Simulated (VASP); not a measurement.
Here is the system:

```
GaP
1.0
    0.00000     2.71645     2.71645
    2.71645     0.00000     2.71645
    2.71645     2.71645     0.00000
Ga P
1 1
Cartesian
  0.00000   0.00000   0.00000
  1.35822   1.35822   1.35822
```

These are PBEsol GGA, VASP's PBE PAW potentials (set 64) (plane waves; VASP) values and carry that method's errors. Run with 400 eV cut-off, Gaussian smearing of 0.050 eV, potentials Ga_d P.

Problem. Give the energies of bands 7 to 12 at the high-symmetry points, in eV from the valence-band maximum.

Solution. 
```tsv
band	Γ	X	U	L	W
7	0.00	-6.85	-6.64	-6.75	-6.64
8	0.00	-2.75	-4.05	-1.14	-3.68
9	0.00	-2.75	-2.31	-1.14	-3.52
10	1.83	1.50	2.06	1.61	4.61
11	3.82	1.71	4.74	4.65	4.88
12	3.82	10.62	8.23	4.65	6.04
```

The gap is indirect, 1.45 eV, from the valence maximum at Γ to the conduction minimum at Γ-X at 0.86.

The structure comes from a measured GaP entry (F-43m) of the Crystallography Open Database, whose conditions weren't checked. It was relaxed first.
